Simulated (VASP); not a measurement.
Method: PBEsol GGA, VASP's PBE PAW potentials (set 64) (plane waves; VASP 6.6.1).

A VASP calculation is set up with these files.

KPOINTS:
```
Automatic
0
gamma
8 8 1
```

### INCAR
```
! general
SYSTEM  = Ir(210) slab
PREC    = Normal
ENCUT   = 400
LREAL   = .False.
LASPH   = .True.

! electronic loop
EDIFF   = 1E-6
NELM    = 100
NELMIN  = 4
ALGO    = Normal
LMAXMIX = 6

! smearing
ISMEAR  = 1
SIGMA   = 0.1

! functional
GGA     = PS

! output
LWAVE   = .False.
LCHARG  = .False.
LORBIT  = 11
LVHAR   = .True.

! other
LDIPOL  = .True.
IDIPOL  = 3
DIPOL   = 0.5 0.5 0.5
```

File POSCAR:
```
Ir(210) slab
1
    4.6943245654     0.0000000000     0.0000000000
    3.1295500430     3.4989428059     0.0000000000
    0.0000000000     0.0000000000    25.2570166896
Ir
12
Direct
  0.3503188888   0.3503188888   0.3199919722
  0.6522011938   0.6522011938   0.3494762798
  0.9541723276   0.9541723276   0.3783491504
  0.2460129648   0.2460129648   0.4164170237
  0.5466067543   0.5466067543   0.4498249692
  0.8504540789   0.8504540789   0.4825111372
  0.1495459211   0.1495459211   0.5174888628
  0.4533932457   0.4533932457   0.5501750308
  0.7539870352   0.7539870352   0.5835829763
  0.0458276724   0.0458276724   0.6216508496
  0.3477988062   0.3477988062   0.6505237202
  0.6496811112   0.6496811112   0.6800080278
```

POTCAR, in this order: Ir (PBE.64 set). Program: vasp_std. Read from the step before: WAVECAR.

The run wrote:

**OSZICAR**
```
       N       E                     dE             d eps       ncg     rms          rms(c)
DAV:   1    -0.110607723652E+03   -0.11061E+03   -0.13310E-03  5048   0.256E-01    0.183E-01
DAV:   2    -0.110617148581E+03   -0.94249E-02   -0.38371E-02  5176   0.141E+00    0.939E-01
DAV:   3    -0.110607253098E+03    0.98955E-02   -0.25146E-02  5192   0.116E+00    0.541E-02
DAV:   4    -0.110607268830E+03   -0.15732E-04   -0.55435E-04  4016   0.113E-01    0.144E-02
DAV:   5    -0.110607271585E+03   -0.27554E-05   -0.35444E-05  4112   0.338E-02    0.769E-03
DAV:   6    -0.110607271269E+03    0.31654E-06   -0.26543E-06  2144   0.148E-02
   1 F= -.11060727E+03 E0= -.11060719E+03  d E =-.231747E-03
```

**OUTCAR**
```
------------------------ aborting loop because EDIFF is reached ----------------------------------------
  FORCE on cell =-STRESS in cart. coord.  units (eV):
  Direction    XX          YY          ZZ          XY          YZ          ZX
  --------------------------------------------------------------------------------------
  Total       -8.0664507     -6.2541664      0.0093405     -1.0130979     -0.1714649     -0.3834037
  in kB      -31.1530850    -24.1539413      0.0360737     -3.9126409     -0.6622071     -1.4807265
  external PRESSURE =     -18.4236509 kB  Pullay stress =       0.0000000 kB
  volume of cell :      414.85
      direct lattice vectors                 reciprocal lattice vectors
     4.694324565  0.000000000  0.000000000     0.213023191 -0.190533762  0.000000000
     3.129550043  3.498942806  0.000000000     0.000000000  0.285800613  0.000000000
     0.000000000  0.000000000 25.257016690     0.000000000  0.000000000  0.039592958
 POSITION                                       TOTAL-FORCE (eV/Angst)
 -----------------------------------------------------------------------------------
      2.74085      1.22575      8.08204         0.025690      0.011489      0.004213
      5.10274      2.28201      8.82673         0.006585      0.002945     -0.013638
      7.46532      3.33859      9.55597         0.005786      0.002588      0.017047
      1.92477      0.86079     10.51745         0.010632      0.004755     -0.004679
      4.27658      1.91255     11.36124         0.010959      0.004901     -0.007113
      6.65385      2.97569     12.18679        -0.004096     -0.001832     -0.013483
      1.17003      0.52325     13.07022         0.004096      0.001832      0.013483
      3.54729      1.58640     13.89578        -0.010959     -0.004901      0.007113
      5.89910      2.63816     14.73956        -0.010632     -0.004755      0.004679
      0.35855      0.16035     15.70105        -0.005786     -0.002588     -0.017047
      2.72113      1.21693     16.43029        -0.006585     -0.002945      0.013638
      5.08302      2.27320     17.17497        -0.025690     -0.011489     -0.004213
 -----------------------------------------------------------------------------------
    total drift:                                0.000000      0.000000      0.000000
  FREE ENERGIE OF THE ION-ELECTRON SYSTEM (eV)
  ---------------------------------------------------
  free  energy   TOTEN  =      -110.6072712688 eV

  energy  without entropy=     -110.6070395215  energy(sigma->0) =     -110.60719402

 total charge

# of ion       s       p       d       tot
------------------------------------------
    1        0.668   0.422   7.018   8.109
    2        0.682   0.630   6.925   8.236
    3        0.686   0.708   6.965   8.359
    4        0.682   0.755   6.980   8.417
    5        0.678   0.746   6.982   8.407
    6        0.675   0.746   6.981   8.402
    7        0.675   0.746   6.981   8.402
    8        0.678   0.746   6.982   8.407
    9        0.682   0.755   6.980   8.417
   10        0.686   0.708   6.965   8.359
   11        0.682   0.630   6.925   8.236
   12        0.668   0.422   7.018   8.109
--------------------------------------------------
tot          8.141   8.015  83.703  99.860
```
(Selected blocks of OUTCAR.)

The cell is a thin slab with vacuum, built from Ir (fcc): (210) face.
